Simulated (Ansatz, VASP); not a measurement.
## Cross-check of SnO2 (1T-SnO2 monolayer) between VASP and Ansatz

Wanted: the spread between two codes on one cell, functional and k mesh. The cell is taken from a series of runs on this material, whose earlier steps may have relaxed, scaled, displaced or heated it; both programs get it as it stands.

Method: plane waves, with VASP 6.6.1 beside it; single point at PBE with D3(BJ) and single point at PBE, spin-orbit coupling, in Ansatz 0.2.0.

## 1. Set-up

The cell holds 3 atoms: 2 O and 1 Sn. Its edges and angles: a = 3.216 Å, b = 3.216 Å, c = 20.031 Å, α = 90.0°, β = 90.0°, γ = 120.0°. Vacuum lies along c.

## 2. Ansatz: single point, PBE with D3(BJ)

Ansatz runs on its default PAW (the set named soft_2) files.

With cell and atoms fixed, the geometry can't cause a difference; cores, projectors, grids and the points listed under the comparison can.

input.yaml

```yaml
crystal:
  lattice:
    - [3.2155122495, 0.0, 0.0]
    - [-1.6077561247, 2.7847152942, 0.0]
    - [0.0, 0.0, 20.0311143723]
  atoms:
    - { symbol: O, position: [0.6666666667, 0.3333333333, 0.449301014] }
    - { symbol: Sn, position: [0.0, 0.0, 0.5] }
    - { symbol: O, position: [0.3333333333, 0.6666666667, 0.550698986] }
kpoints:
  mp_grid: { grid: [18, 18, 1] }
  band_path:
    path: [[0, 0, 0], [0.5, 0, 0], [0.33333333, 0.33333333, 0], [0, 0, 0]]
    npoints: 16
hamiltonian:
  xc: pbe
  dispersion: d3bj
scf:
  occupations: { method: fermi_dirac, width: 0.02585 }
  convergence: { dr2_threshold: 1.0e-10 }
efield:
  axis: 3
  dipole_correction: true
  ramp_position: 0.97
  ramp_width: 0.06
  amplitude: 0
output:
  dos: { projected: true, e_range: [-6, 5] }
  bader: true
  write_potential: true
  write_density: true
  volumetric_format: npy
  elf: true
```

Command:

```sh
ansatz run input.yaml --threads 2 --pin off --max-ram 3072MiB --backend cpu --events-out ev --progress --plain --runs-dir out
```

Numbers of over 12 decimals in the logs are rounded to 6 here.

The log of the run:

```text
Engine: ansatz 0.2.0, aarch64-unknown-linux-gnu
Pseudopotentials: kind: paw
Pseudopotential: O, paw, valence charge 6, recommended cutoff 420 eV (normal), O.paw.azcp
Pseudopotential: Sn, paw, valence charge 14, recommended cutoff 420 eV (normal), Sn.paw.azcp
Functional definition: PBE
  parameter kappa = 0.804
  parameter beta = 0.066725
  exchange = pbe_x(kappa = kappa, mu = beta*pi^2/3)
  correlation = pbe_c(beta = beta)
Crystal: 3 atoms, lattice volume = 179.364 Å³
Basis set: ecut = 420 eV, 3571 PW (Γ)
Bands: 17, of which v1, the nominal top of the filled ones, is band 13 counted from 1 (12 counted from 0)
Symmetry: 6 space group operations
k-points: 37 of 324 (time reversal used)
Non-local potential: O, projectors of the file, l = 0: 2, l = 1: 2, l = 2: 1
Non-local potential: Sn, projectors of the file, l = 0: 2, l = 1: 2, l = 2: 2, l = 3: 2
PAW form: soft (Blöchl's): semilocal exchange-correlation on the pseudo side does not see the compensation charge
PAW one-centre angular grid: O, 110 points (default); XC on 64 Gauss nodes
PAW one-centre angular grid: Sn, 590 points (default); XC on 64 Gauss nodes
Initial density: superposition of atomic densities (neutral atoms: chi_scale 0, normalization atom), corrected by the library's trained network
Initial wavefunctions: pseudopotential atomic-orbital guess
Functional: x = pbe(κ = 0.804, μ = 0.219515), c = pbe(β = 0.066725)
SCF iter   1: F=—  HF=-7158.871922 eV  |F-HF|=—  |Δ(HF+E_count)|=         —  Δρ=1.46e-3  dr2=2.57e-3  ethr=1.77e-3  p=0.000 e·Å  D=7.23e-14 V/Å  ΔV_dip=-0.00 eV  dr2_dipole=2.30e-9  V_vac-E_F(+/−)=6.82/6.82 eV  ⟨swp⟩=9.8  Hψ=4348  notcnv=0
efield: sawtooth ramp at fractional position 0.9700 (set: `efield.ramp_position`, or a place that a band, a saddle search or an elastic batch's reference lends), width 0.0600; the density the first Hamiltonian is built on has a dipole p = 0.000 e·Å; the dipole correction subtracts the counter field D = 7.23e-14 V/Å, which shifts the + side's vacuum level by -0.00 eV against the − side's; the planar-averaged density in the ramp window peaks in size at 5.0e-7 e/Å³
preconditioner: auto → none  [insulator: Δε(μ)=2.673 eV  Ē_g=19.235 eV  σ=0.026 eV  W_gap=1.00  n_scr=12 (ndim 8)  ℏωp=14.1 eV  f_vac=0.757  D(μ)=0.00/eV (n_scr^D=0)  ε∞_Penn≈1.5]
SCF iter   2: F=—  HF=-7158.871922 eV  |F-HF|=—  |Δ(HF+E_count)|=   4.81e-7  Δρ=9.65e-4  dr2=8.39e-4  ethr=9.88e-6  p=-0.000 e·Å  D=-3.41e-5 V/Å  ΔV_dip=0.00 eV  dr2_dipole=1.98e-8  V_vac-E_F(+/−)=6.93/6.93 eV  ⟨swp⟩=3.4  Hψ=1901  notcnv=0
SCF iter   3: F=—  HF=-7158.871822 eV  |F-HF|=—  |Δ(HF+E_count)|=   9.98e-5  Δρ=3.79e-4  dr2=9.84e-5  ethr=3.23e-6  p=0.000 e·Å  D=3.63e-5 V/Å  ΔV_dip=-0.00 eV  dr2_dipole=2.35e-8  V_vac-E_F(+/−)=6.93/6.93 eV  ⟨swp⟩=2.2  Hψ=1022  notcnv=0  defer=1
SCF iter   4: F=—  HF=-7158.871951 eV  |F-HF|=—  |Δ(HF+E_count)|=   1.29e-4  Δρ=1.02e-4  dr2=1.26e-5  ethr=3.78e-7  p=-0.000 e·Å  D=-1.38e-4 V/Å  ΔV_dip=0.00 eV  dr2_dipole=3.52e-7  V_vac-E_F(+/−)=6.95/6.95 eV  ⟨swp⟩=3.6  Hψ=1170  notcnv=0
SCF iter   5: F=—  HF=-7158.871981 eV  |F-HF|=—  |Δ(HF+E_count)|=   3.00e-5  Δρ=6.45e-5  dr2=1.11e-5  ethr=4.85e-8  p=0.000 e·Å  D=2.24e-4 V/Å  ΔV_dip=-0.00 eV  dr2_dipole=9.29e-7  V_vac-E_F(+/−)=6.96/6.96 eV  ⟨swp⟩=3.8  Hψ=1528  notcnv=0
SCF iter   6: F=—  HF=-7158.871983 eV  |F-HF|=—  |Δ(HF+E_count)|=   2.16e-6  Δρ=1.96e-5  dr2=4.18e-7  ethr=4.28e-8  p=-0.000 e·Å  D=-2.52e-6 V/Å  ΔV_dip=0.00 eV  dr2_dipole=1.19e-12  V_vac-E_F(+/−)=6.96/6.96 eV  ⟨swp⟩=1.9  Hψ=721  notcnv=0
SCF iter   7: F=—  HF=-7158.871961 eV  |F-HF|=—  |Δ(HF+E_count)|=   2.23e-5  Δρ=9.79e-6  dr2=1.86e-7  ethr=1.61e-9  p=-0.000 e·Å  D=-7.39e-6 V/Å  ΔV_dip=0.00 eV  dr2_dipole=8.06e-10  V_vac-E_F(+/−)=6.96/6.96 eV  ⟨swp⟩=2.7  Hψ=1283  notcnv=0
SCF iter   8: F=—  HF=-7158.871961 eV  |F-HF|=—  |Δ(HF+E_count)|=   6.21e-8  Δρ=4.91e-6  dr2=4.81e-8  ethr=7.17e-10  p=-0.000 e·Å  D=-1.91e-6 V/Å  ΔV_dip=0.00 eV  dr2_dipole=1.24e-10  V_vac-E_F(+/−)=6.96/6.96 eV  ⟨swp⟩=2.4  Hψ=1122  notcnv=0
SCF iter   9: F=—  HF=-7158.871961 eV  |F-HF|=—  |Δ(HF+E_count)|=   1.86e-8  Δρ=1.47e-6  dr2=4.59e-9  ethr=1.85e-10  p=-0.000 e·Å  D=-4.02e-6 V/Å  ΔV_dip=0.00 eV  dr2_dipole=9.78e-11  V_vac-E_F(+/−)=6.96/6.96 eV  ⟨swp⟩=2.6  Hψ=1181  notcnv=0
SCF iter  10: F=-7158.871961 eV  HF=-7158.871961 eV  |F-HF|=6.82e-11  |Δ(HF+E_count)|=   2.00e-9  Δρ=2.10e-7  dr2=7.56e-11  ethr=1.00e-12  p=0.000 e·Å  D=8.35e-7 V/Å  ΔV_dip=-0.00 eV  dr2_dipole=3.29e-12  V_vac-E_F(+/−)=6.96/6.96 eV  ⟨swp⟩=4.7  Hψ=2977  notcnv=0
SCF 1 converged in 10 iterations: F = -7158.871961 eV  dr2 = 7.56e-11
  greatest PAW one-centre occupation: 0.996 electrons in one spin orbital (limit 2), on the Sn atom at site 1 (counted from 0), in its partial waves of l = 2
NSCF: frozen V_eff on 49 k-points
efield: sawtooth ramp at fractional position 0.9700 (kept from the solve that this one continues, or follows in the run), width 0.0600; the density the first Hamiltonian is built on has a dipole p = 0.000 e·Å; the dipole correction subtracts the counter field D = 8.35e-7 V/Å, which shifts the + side's vacuum level by -0.00 eV against the − side's; the planar-averaged density in the ramp window peaks in size at 2.6e-6 e/Å³
WARN: The output density's exchange-correlation potential varies sharply where the density is thin. Do not read a vacuum level from v_tot or v_xc, or from such a field of the output density. On a cell that repeats whose density bears no net charge and no dipole along the vacuum's axis use v_es (v_loc + v_h of the components); under efield.dipole_correction with no amplitude use v_es + v_field, which holds any externa [...]
SCF converged after 10 iterations
Free energy (F): -7158.871961 eV
Harris-Foulkes:  -7158.871961 eV  (|F-HF|=6.82e-11)
Internal energy: -7158.871961 eV  (E = F + TS)
E sigma→0 (E₀):  -7158.871961 eV
Fermi energy:    -3.500108 eV
Dipole field:    D = -0.000002 V/Å  (p = -0.000002 e·Å, saw-weighted, corrected)
Work function:   Φ+ = 6.9604 eV   Φ− = 6.9605 eV
Levels:          The Fermi level and band energies are counted from a zero that moves with the ramp; work functions are not
--- Per-component energies (eV) ---
  E_band       = -414.600400
  E_kinetic    = 538.008833
  E_local      = -18001.920448  (includes V_loc(G=0)·N_el)
  E_nonlocal   = 66.403979
  E_hartree    = 8853.205405
  E_xc         = -527.082411
  E_vxc        = -281.265676  (∫ρ·V_xc dr)
  E_paw        = -4462.459524  (= ΣΔE_a)
  E_vpaw       = -442.242456  (= ΣTr[D̂ρ^β])
  E_aug_tail   = 0.004809  (compensation charges beyond the density's cutoff)
  E_efield     = 0.000000  (sawtooth field / dipole correction)
  E_vefield    = 0.000000  (∫n·V_field dr)
  E_ewald      = 6375.318993
  E_disp       = -0.351598  (pairwise vdW)
  E_smearing   = -0.000000  (= −TS)
  E_closure    = 0.000000  (closes the sum)
  Σ components = -7158.871961   (vs F -7158.871961, Δ=0.00e0)
--- Band table (eV; the first three rows and the last of 37) ---
  k-point 0: bands = [... 9 lower, -6.0333, -5.5846, -5.5846, -5.4500, -2.2084, 0.9130, 3.1691, 3.2712]
  k-point 1: bands = [... 9 lower, -6.1256, -5.7364, -5.5375, -5.3103, -2.0464, 1.0296, 3.2197, 3.3332]
  k-point 2: bands = [... 9 lower, -6.3364, -5.8970, -5.4552, -5.1932, -1.6261, 1.3430, 3.3657, 3.5197]
  k-point 36: bands = [... 9 lower, -8.3855, -7.4291, -5.0369, -5.0369, 1.4258, 5.0300, 5.4317, 5.4317]
--- Bader charges: 3 sites ---
  site symbol  charge [e]  shift [e]
     0      O     -1.1819     0.0060
     1     Sn      2.3638     0.0121
     2      O     -1.1819     0.0060
  estimated error of the sums over rays = 4.5e-4 e
```

The column dr2 measures how far the density is from self-consistency, as an energy; F and HF (Harris–Foulkes) agree once it is small.

## 3. VASP: single point, PBE with D3(BJ)

The same cell, functional, mesh and smearing now go to VASP, with its own data sets.

Lines of VASP's logs that name or quote its potential files are left out, and so is its time.

INCAR

```
SYSTEM = SnO2
PREC = Accurate
ENCUT = 520
EDIFF = 1E-06
NELM = 120
ISMEAR = -1
SIGMA = 0.02585
LREAL = .FALSE.
ALGO = Normal
GGA = PE
IVDW = 12
NBANDS = 19
LORBIT = 11
LWAVE = .FALSE.
LCHARG = .FALSE.
ISIF = 2
LDIPOL = .TRUE.
IDIPOL = 3
DIPOL = 0.5 0.5 0.5
LVHAR = .TRUE.
LASPH = .TRUE.
GGA_COMPAT = .FALSE.
EFERMI = MIDGAP
NELMDL = -8
KPAR = 2
```

POSCAR

```
SnO2
1.0
    3.2155122495      0.0000000000      0.0000000000
   -1.6077561247      2.7847152942      0.0000000000
    0.0000000000      0.0000000000     20.0311143723
O Sn
2 1
Direct
    0.6666666667      0.3333333333      0.4493010140
    0.3333333333      0.6666666667      0.5506989860
    0.0000000000      0.0000000000      0.5000000000
```

KPOINTS

```
Automatic mesh
0
Gamma
18 18 1
0 0 0
```

PAW data sets: O and Sn_d (PBE family, release 64).

Command:

```sh
mpirun -np 2 vasp_std
```

The log of the run:

```text
[banner, memory and clock lines left out]
running    2 mpi-ranks, on    1 nodes
 distrk:  each k-point on    1 cores,    2 groups
 distr:  one band on    1 cores,    1 groups

 POSCAR found type information on POSCAR O Sn
 POSCAR found :  2 types and       3 ions
 LDA part: xc-table for (Slater+PW92), standard interpolation
 POSCAR, INCAR and KPOINTS ok, starting setup
 FFT: planning ... GRIDC
 FFT: planning ... GRID_SOFT
 FFT: planning ... GRID
 WAVECAR not read
 entering main loop
       N       E                     dE             d eps       ncg     rms          rms(c)
DAV:   1     0.259544722350E+03    0.25954E+03   -0.12276E+04  1446   0.123E+03
DAV:   2     0.150170543752E+02   -0.24453E+03   -0.23577E+03  1853   0.315E+02
DAV:   3    -0.202291277715E+02   -0.35246E+02   -0.34829E+02  1844   0.141E+02
DAV:   4    -0.211541271584E+02   -0.92500E+00   -0.92444E+00  1842   0.270E+01
DAV:   5    -0.211745333788E+02   -0.20406E-01   -0.20405E-01  1925   0.376E+00
DAV:   6    -0.211752697860E+02   -0.73641E-03   -0.73640E-03  1914   0.667E-01
DAV:   7    -0.211753100065E+02   -0.40220E-04   -0.40220E-04  2087   0.131E-01
DAV:   8    -0.211753102259E+02   -0.21946E-06   -0.21943E-06  1735   0.989E-03    0.107E+01
DAV:   9    -0.181943419228E+02    0.29810E+01   -0.13960E+01  2245   0.603E+01    0.446E+00
DAV:  10    -0.182008523532E+02   -0.65104E-02   -0.76127E-01  1438   0.687E+00    0.224E+00
DAV:  11    -0.181819604716E+02    0.18892E-01   -0.78927E-02  1664   0.296E+00    0.713E-01
DAV:  12    -0.181793151668E+02    0.26453E-02   -0.14426E-02  2053   0.192E+00    0.993E-02
DAV:  13    -0.181798744532E+02   -0.55929E-03   -0.20910E-03  1599   0.427E-01    0.398E-02
DAV:  14    -0.181799055486E+02   -0.31095E-04   -0.13830E-04  2108   0.117E-01    0.186E-02
DAV:  15    -0.181799353655E+02   -0.29817E-04   -0.12204E-05  1732   0.248E-02    0.996E-03
DAV:  16    -0.181800424520E+02   -0.10709E-03   -0.16807E-05  1851   0.532E-02    0.888E-03
DAV:  17    -0.181801734213E+02   -0.13097E-03   -0.23203E-05  1695   0.198E-02    0.625E-03
DAV:  18    -0.181802045258E+02   -0.31105E-04   -0.30679E-06  1543   0.184E-02    0.144E-03
DAV:  19    -0.181802192541E+02   -0.14728E-04   -0.51505E-07  1445   0.476E-03    0.130E-03
DAV:  20    -0.181802281596E+02   -0.89055E-05   -0.30152E-07  1441   0.258E-03    0.608E-04
DAV:  21    -0.181802317559E+02   -0.35963E-05   -0.18599E-07  1375   0.310E-03    0.422E-04
DAV:  22    -0.181802328409E+02   -0.10850E-05   -0.21044E-08  1535   0.849E-04    0.369E-04
DAV:  23    -0.181802340881E+02   -0.12472E-05   -0.18102E-08  1395   0.110E-03    0.227E-04
DAV:  24    -0.181802344500E+02   -0.36186E-06   -0.56101E-09  1441   0.435E-04
   1 F= -.18531803E+02 E0= -.18531803E+02  d E =0.000000E+00
```

OUTCAR, selected parts (step 3):

```text
ion  position               nearest neighbor table
   1  0.667  0.333  0.449-   3 2.12   3 2.12   3 2.12
   2  0.333  0.667  0.551-   3 2.12   3 2.12   3 2.12
   3  0.000  0.000  0.500-   1 2.12   2 2.12   2 2.12   1 2.12   1 2.12   2 2.12

  LATTYP: Found a hexagonal cell.
 ALAT       =     3.2155122495
 C/A-ratio  =     6.2295251326

 Subroutine GETGRP returns: Found 12 space group operations
 (whereof 12 operations were pure point group operations)

The static configuration has the point symmetry D_3d.

 Found     37 irreducible k-points:

   k-points           NKPTS =     37   k-points in BZ     NKDIM =     37   number of bands    NBANDS=     19

   dimension x,y,z NGX =    24 NGY =   24 NGZ =  150
   dimension x,y,z NGXF=    48 NGYF=   48 NGZF=  300

   ENCUT  =  520.0 eV  38.22 Ry    6.18 a.u.   5.98  5.98 37.24*2*pi/ulx,y,z

   NELECT =      26.0000    total number of electrons

 k-points in reciprocal lattice and weights: Automatic mesh
   0.00000000  0.00000000  0.00000000       0.003
   0.05555556 -0.00000000  0.00000000       0.019
   0.11111111 -0.00000000  0.00000000       0.019
   0.16666667  0.00000000  0.00000000       0.019
   0.22222222 -0.00000000  0.00000000       0.019
   0.27777778  0.00000000  0.00000000       0.019
   0.33333333  0.00000000  0.00000000       0.019
   0.38888889  0.00000000  0.00000000       0.019
   0.44444444 -0.00000000  0.00000000       0.019
[...]
0.33333333  0.27777778  0.00000000       0.037
   0.33333333  0.33333333  0.00000000       0.006

 dipolmoment           0.000000      0.000000      0.000000 electrons x Angstroem

 average (electrostatic) potential at core
       1 -78.9094       2 -78.9094       3-110.6467

 E-fermi :  -4.2431

 k-point     1 :       0.0000    0.0000    0.0000
  band No.  band energies     occupation
    ...
      9      -6.7242      2.00000
     10      -6.7242      2.00000
     11      -6.2745      2.00000
     12      -6.2745      2.00000
     13      -6.1381      2.00000
     14      -2.9132      0.00000
     15       0.2257      0.00000
     16       2.5415      0.00000
     17       2.6235      0.00000
     18       3.1933      0.00000
    ...

 k-point     2 :       0.0556   -0.0000    0.0000
  band No.  band energies     occupation
    ...
      9      -6.8957      2.00000
     10      -6.8167      2.00000
     11      -6.4272      2.00000
     12      -6.2273      2.00000
     13      -5.9973      2.00000
     14      -2.7507      0.00000
     15       0.3422      0.00000
     16       2.5905      0.00000
     17       2.6854      0.00000
     18       3.2429      0.00000
    ...

 k-point     3 :       0.1111   -0.0000    0.0000
  band No.  band energies     occupation
    ...
      9      -7.3089      2.00000
     10      -7.0277      2.00000
     11      -6.5877      2.00000
     12      -6.1450      2.00000
     13      -5.8785      2.00000
     14      -2.3290      0.00000
     15       0.6554      0.00000
     16       2.7309      0.00000
     17       2.8717      0.00000
     18       3.3878      0.00000
    ...

 Edisp (eV)   -0.35157

  Total       0.20112     0.20112     0.05395     0.00000     0.00000     0.00000
  in kB       1.79655     1.79655     0.48192     0.00000     0.00000     0.00000
  external pressure =        1.36 kB  Pullay stress =        0.00 kB

  energy-cutoff  :      520.00
  volume of cell :      179.36
      direct lattice vectors                 reciprocal lattice vectors
     3.215512250  0.000000000  0.000000000     0.310992440  0.179551569  0.000000000
    -1.607756125  2.784715294  0.000000000     0.000000000  0.359103138  0.000000000
     0.000000000  0.000000000 20.031114372     0.000000000  0.000000000  0.049922335

 POSITION                                       TOTAL-FORCE (eV/Angst)
 -----------------------------------------------------------------------------------
      1.60776      0.92824      9.00000        -0.000000     -0.000000     -0.054934
     -0.00000      1.85648     11.03111         0.000000      0.000000      0.054934
      0.00000      0.00000     10.01556         0.000000      0.000000      0.000000
 -----------------------------------------------------------------------------------
    total drift:                                0.000000     -0.000000      0.000000

  FREE ENERGIE OF THE ION-ELECTRON SYSTEM (eV)
  ---------------------------------------------------
  free  energy   TOTEN  =       -18.5318028720 eV

  energy  without entropy=      -18.5318028720  energy(sigma->0) =      -18.53180287

 vacuum level on the upper side and lower side of the slab         2.786         2.786

 total charge
# of ion       s       p       d       tot
------------------------------------------
    1        1.576   3.423   0.000   5.000
    2        1.576   3.423   0.000   5.000
    3        0.917   1.040  10.310  12.267
--------------------------------------------------
tot          4.070   7.887  10.310  22.267

[... 3 further parts left out ...]
```

## 4. Differences

Known differences besides the potentials themselves: the cutoff is 420 eV in Ansatz and 520 eV in VASP. Total energies have different zeros and are not compared.

Both answers:

```
              quantity  Ansatz   VASP  difference
gap on the k mesh (eV)   2.684  2.660      +0.024
```

A gap on the mesh is an upper bound, since the band edges may lie between its points. With vacuum in the cell, a pressure given here is an average over mostly empty space and none of the material.

[end of part 1 of 2]

[Lines on the potential files, build, host, timing and source positions are cut from VASP's logs without a mark.]

[Logs are printed without paths, hosts, clocks, repeated set-up lines and the standing remarks that a program may print on its own settings, such as how far it seeks lower states.]

[Hosts, paths, dates, database ids (printed as entryN), source tags and the programs' standing remarks are cut or masked in the printed files.]
